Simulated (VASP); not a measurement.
Computed with PBEsol GGA, VASP's PBE PAW potentials (set 64) (plane waves; VASP).

VASP ran on this input.

**KPOINTS**
```
Regular mesh
0
gamma
14 14 14
```

### POSCAR
```
TiCo
1
    2.9273115350     0.0000000000     0.0000000000
    0.0000000000     2.9273115350     0.0000000000
   -0.0000000000     0.0000000000     2.9273115350
Ti Co
1 1
Direct
  0.0000000000   0.0000000000   0.0000000000
  0.5000000000   0.5000000000   0.5000000000
```

**INCAR**
```
ALGO = Normal
EDIFF = 1E-7
ENCUT = 400
GGA = PS
ISIF = 2
ISMEAR = -5
LASPH = .TRUE.
LCHARG = .TRUE.
LMAXMIX = 4
LORBIT = 11
LREAL = .FALSE.
LWAVE = .FALSE.
NEDOS = 601
NELM = 100
PREC = Accurate
SYSTEM = TiCo
```

POTCAR, in this order: Ti_sv Co (PBE.64 set). Program: vasp_std.

### Question
What does the run give for the energy per atom (σ→0), band gap (on the k-mesh)?

### Answer

```yaml
energy per atom (σ→0): -8.442 eV/atom
band gap (on the k-mesh): none (metal, semimetal or under 0.01 eV)
```

### OSZICAR
```
...
DAV:  11    -0.168833042820E+02    0.22889E-02   -0.10910E-02  4590   0.114E+00    0.201E-01
DAV:  12    -0.168830163598E+02    0.28792E-03   -0.14290E-03  5274   0.349E-01    0.329E-02
DAV:  13    -0.168830083110E+02    0.80487E-05   -0.36131E-05  3616   0.653E-02    0.252E-02
DAV:  14    -0.168830089399E+02   -0.62882E-06   -0.16369E-05  4972   0.381E-02    0.559E-03
DAV:  15    -0.168830095539E+02   -0.61405E-06   -0.12305E-06  4942   0.125E-02    0.126E-03
DAV:  16    -0.168830098560E+02   -0.30205E-06   -0.57368E-08  2028   0.259E-03    0.508E-04
DAV:  17    -0.168830098001E+02    0.55887E-07   -0.11777E-08  1794   0.157E-03
   1 F= -.16883010E+02 E0= -.16883010E+02  d E =0.000000E+00
```

The compound is TiCo in the CsCl type structure. It was relaxed first, which changed the volume by -6 %. The run is not spin-polarised, so no magnetic state was tried. The electron count is odd and the run is not spin-polarised, which forces a metal.
